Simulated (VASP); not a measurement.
Computed with PBE GGA, VASP's PBE PAW potentials (set 64) (plane waves; VASP 6.6.1).

The input files of a VASP run:

### INCAR
```
SYSTEM=NiO
PREC=Accurate; ENCUT=520; LREAL=F
LASPH=T
EDIFF=1E-6; NELM=100; ALGO=Normal
IMIX=4; AMIX=0.6; BMIX=3.0
LMAXMIX=4
ISMEAR=0; SIGMA=0.05
GGA=PE
MAGMOM=2.0 -2.0 0.0 0.0
ISPIN=2
ISIF=2
LWAVE=F; LCHARG=F; LORBIT=10
```

File KPOINTS:
```
Automatic mesh
0
Gamma
8 8 8
0 0 0
```

**POSCAR**
```
NiO
1
    4.2636000000     2.1318000000     2.1318000000
    2.1318000000     4.2636000000     2.1318000000
    2.1318000000     2.1318000000     4.2636000000
Ni O
2 2
Direct
  0.0000000000   0.0000000000   0.0000000000
  0.5000000000   0.5000000000   0.5000000000
  0.2500000000   0.2500000000   0.2500000000
  0.7500000000   0.7500000000   0.7500000000
```

POTCAR, in this order: Ni O (PBE.64 set). Program: vasp_std.

Output

OUTCAR:
```
 ion  position               nearest neighbor table
   1  0.000  0.000  0.000-   4 2.13   4 2.13   4 2.13   3 2.13   3 2.13   3 2.13   2 3.01   2 3.01
                             2 3.01   2 3.01   2 3.01   2 3.01
   2  0.500  0.500  0.500-   3 2.13   3 2.13   3 2.13   4 2.13   4 2.13   4 2.13   1 3.01   1 3.01
                             1 3.01   1 3.01   1 3.01   1 3.01
   3  0.250  0.250  0.250-   1 2.13   1 2.13   1 2.13   2 2.13   2 2.13   2 2.13
   4  0.750  0.750  0.750-   2 2.13   2 2.13   2 2.13   1 2.13   1 2.13   1 2.13
  LATTYP: Found a trigonal (rhomboedric) cell.
 ALAT       =     5.2218222337
 COS(alpha) =     0.8333333333
 Subroutine PRICEL returns following result:
  LATTYP: Found a face centered cubic cell.
 ALAT       =     4.2636000000
 Subroutine GETGRP returns: Found 12 space group operations
The static configuration has the point symmetry D_3d.
The dynamic configuration has the point symmetry D_3d.
The overall configuration has the point symmetry D_3d.
 Subroutine INISYM returns: Found 12 space group operations
 Subroutine IBZKPT returns following result:
 Found     65 irreducible k-points:

 Following reciprocal coordinates:
            Coordinates               Weight
  0.000000  0.000000  0.000000      1.000000
  0.125000 -0.000000 -0.000000      6.000000
...
```

OSZICAR:
```
       N       E                     dE             d eps       ncg     rms          rms(c)
DAV:   1     0.259788854851E+03    0.25979E+03   -0.15856E+04  5248   0.208E+03
DAV:   2     0.459498792472E+01   -0.25519E+03   -0.23891E+03  5400   0.407E+02
DAV:   3    -0.267903698620E+02   -0.31385E+02   -0.29873E+02  6012   0.160E+02
DAV:   4    -0.278793340116E+02   -0.10890E+01   -0.10830E+01  5836   0.317E+01
DAV:   5    -0.279102679254E+02   -0.30934E-01   -0.30917E-01  6288   0.503E+00    0.197E+01
DAV:   6    -0.238617780289E+02    0.40485E+01   -0.43058E+01  7844   0.104E+02    0.196E+01
DAV:   7    -0.232421571138E+02    0.61962E+00   -0.66149E+00  5912   0.722E+01    0.826E+00
DAV:   8    -0.234062636176E+02   -0.16411E+00   -0.14891E+00  7628   0.159E+01    0.608E+00
DAV:   9    -0.234082218355E+02   -0.19582E-02   -0.14713E-01  7596   0.958E+00    0.130E+00
DAV:  10    -0.234224710700E+02   -0.14249E-01   -0.75713E-02  6372   0.261E+00    0.808E-01
DAV:  11    -0.234278527535E+02   -0.53817E-02   -0.75540E-03  6552   0.154E+00    0.466E-01
DAV:  12    -0.234305889138E+02   -0.27362E-02   -0.44017E-03  6064   0.970E-01    0.242E-01
DAV:  13    -0.234322650731E+02   -0.16762E-02   -0.16674E-03  5812   0.592E-01    0.125E-01
DAV:  14    -0.234328570953E+02   -0.59202E-03   -0.34047E-04  5948   0.228E-01    0.503E-02
DAV:  15    -0.234329808269E+02   -0.12373E-03   -0.14370E-04  5848   0.118E-01    0.255E-02
DAV:  16    -0.234330188587E+02   -0.38032E-04   -0.40648E-05  5924   0.879E-02    0.156E-02
DAV:  17    -0.234330260350E+02   -0.71763E-05   -0.69981E-06  5928   0.407E-02    0.676E-03
DAV:  18    -0.234330284486E+02   -0.24136E-05   -0.14825E-06  3896   0.180E-02    0.342E-03
DAV:  19    -0.234330288400E+02   -0.39135E-06   -0.69778E-07  2688   0.109E-02
   1 F= -.23433029E+02 E0= -.23433029E+02  d E =-.144634E-14  mag=     0.0000
```

**OUTCAR**
```
------------------------ aborting loop because EDIFF is reached ----------------------------------------
  FORCE on cell =-STRESS in cart. coord.  units (eV):
  Direction    XX          YY          ZZ          XY          YZ          ZX
  --------------------------------------------------------------------------------------
  Total       -2.1424791     -2.1424791     -2.1424791     -0.0468825     -0.0468825     -0.0468825
  in kB      -88.5783940    -88.5783940    -88.5783940     -1.9383042     -1.9383042     -1.9383042
  external PRESSURE =     -88.5783940 kB  Pullay stress =       0.0000000 kB
  volume of cell :       38.75
      direct lattice vectors                 reciprocal lattice vectors
     4.263600000  2.131800000  2.131800000     0.351815367 -0.117271789 -0.117271789
     2.131800000  4.263600000  2.131800000    -0.117271789  0.351815367 -0.117271789
     2.131800000  2.131800000  4.263600000    -0.117271789 -0.117271789  0.351815367
 POSITION                                       TOTAL-FORCE (eV/Angst)
 -----------------------------------------------------------------------------------
      0.00000      0.00000      0.00000        -0.000000     -0.000000      0.000000
      4.26360      4.26360      4.26360        -0.000000     -0.000000      0.000000
      2.13180      2.13180      2.13180         0.000000      0.000000     -0.000000
      6.39540      6.39540      6.39540        -0.000000     -0.000000      0.000000
 -----------------------------------------------------------------------------------
    total drift:                                0.000000     -0.000000     -0.000000
  FREE ENERGIE OF THE ION-ELECTRON SYSTEM (eV)
  ---------------------------------------------------
  free  energy   TOTEN  =       -23.4330288400 eV

  energy  without entropy=      -23.4330288400  energy(sigma->0) =      -23.43302884

 total charge

# of ion       s       p       d       tot
------------------------------------------
    1        0.311   0.357   8.224   8.891
    2        0.311   0.357   8.224   8.891
    3        1.562   3.379   0.000   4.941
    4        1.562   3.379   0.000   4.941
--------------------------------------------------
tot          3.745   7.471  16.448  27.664

 magnetization (x)

# of ion       s       p       d       tot
------------------------------------------
    1       -0.008  -0.012   1.397   1.377
    2        0.008   0.012  -1.397  -1.377
    3        0.000   0.000   0.000   0.000
    4        0.000   0.000   0.000   0.000
--------------------------------------------------
tot          0.000  -0.000   0.000  -0.000
```
(Selected blocks of OUTCAR.)

The compound is NiO in the rock salt, AFM-II order structure. The cell was not relaxed at this level. The run is one of a series of settings (AMIX = 0.6, BMIX = 3.0, IMIX = 4 against the base run), some of them coarse on purpose.
